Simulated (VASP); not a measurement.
HPbNO4:

```
H Pb N O
1.0
     4.20407    0.00000    0.00000
     2.02172    3.83952    0.00000
     2.04686    1.27900    6.28132
H Pb N O
1 1 1 4
Direct
  0.89145 0.68202 0.62796
  0.14426 0.92872 0.88352
  0.25670 0.28861 0.30171
  0.83108 0.65056 0.78405
  0.38694 0.22380 0.11295
  0.31104 0.03576 0.45856
  0.07726 0.60633 0.32275
```

The cell was built by a generator and needn't be a form met in nature.

* Program: VASP 6.6.1
* Task: relaxation of cell and atoms
* Functional: vdW-DF-cx
* Potentials or basis: VASP PAW PBE potentials, release 64 (H, Pb_d, N, O)
* Cutoff: 600 eV
* k mesh: 7 × 7 × 5
* Occupations: fermi-dirac, width 0.05 eV
* Spin: no spin polarisation

At the start: pressure -1.2 GPa; volume 14.48 Å³/atom.

Q: How do energy, volume and symmetry change on relaxing?

A: Over 31 steps the energy falls by 7.3 meV/atom and the volume is 13.59 Å³/atom (-6.2 %); space group P1 (No. 1, to 0.05 Å).

The path:
```
step  energy change (eV)  largest force (eV/Å)  pressure (GPa)  volume (Å³)
   1              0.0000                0.4802           -1.20       101.39
   2             -0.0037                0.8492           -3.24        99.81
   3             -0.0138                0.2957           -2.32       100.55
   4             -0.0317                0.1865           -1.47        98.77
   5             -0.0409                0.1660           -0.18        96.44
   6             -0.0420                0.2050            0.10        96.22
   7             -0.0420                0.1503            0.08        96.26
   8             -0.0434                0.1180            0.07        96.16
   9             -0.0447                0.2189            0.08        95.95
  10             -0.0456                0.1701            0.02        95.91
  11             -0.0469                0.1291           -0.19        95.77
  12             -0.0469                0.1565           -0.22        95.75
  13             -0.0477                0.0997           -0.14        95.65
  14             -0.0480                0.1235            0.12        95.35
  15             -0.0482                0.0669            0.04        95.46
  16             -0.0485                0.0749           -0.05        95.43
  17             -0.0485                0.0938           -0.12        95.41
  18             -0.0488                0.0893           -0.10        95.37
  19             -0.0493                0.0770           -0.07        95.25
  20             -0.0500                0.0539            0.02        95.02
  21             -0.0495                0.1221            0.20        94.54
  22             -0.0501                0.0599            0.08        94.88
  23             -0.0503                0.1021            0.11        94.86
  24             -0.0503                0.0760            0.10        94.86
  25             -0.0505                0.0400            0.05        94.91
  26             -0.0506                0.0492            0.03        94.93
  27             -0.0508                0.0356           -0.01        94.99
  28             -0.0509                0.0641           -0.07        95.08
  29             -0.0511                0.0226           -0.06        95.10
  30             -0.0511                0.0241           -0.05        95.11
  31             -0.0511                0.0143           -0.06        95.10
```

Final structure:
```yaml
crystal:
  lattice:
    - [4.09086, -0.00899, 0.00402]
    - [1.95900, 3.72503, -0.00890]
    - [1.99502, 1.21981, 6.23180]
  atoms:
    - { symbol: H, position: [0.89560, 0.68125, 0.61977] }
    - { symbol: Pb, position: [0.13796, 0.94100, 0.88499] }
    - { symbol: N, position: [0.25666, 0.28626, 0.30475] }
    - { symbol: O, position: [0.83391, 0.64847, 0.77840] }
    - { symbol: O, position: [0.39350, 0.21210, 0.11487] }
    - { symbol: O, position: [0.31072, 0.03060, 0.46511] }
    - { symbol: O, position: [0.07039, 0.61611, 0.32361] }
```

Caveat: the standard files for N, O and F lose accuracy on very short bonds; the PAW data sets were made with another functional, which shifts forces and pressure a little.
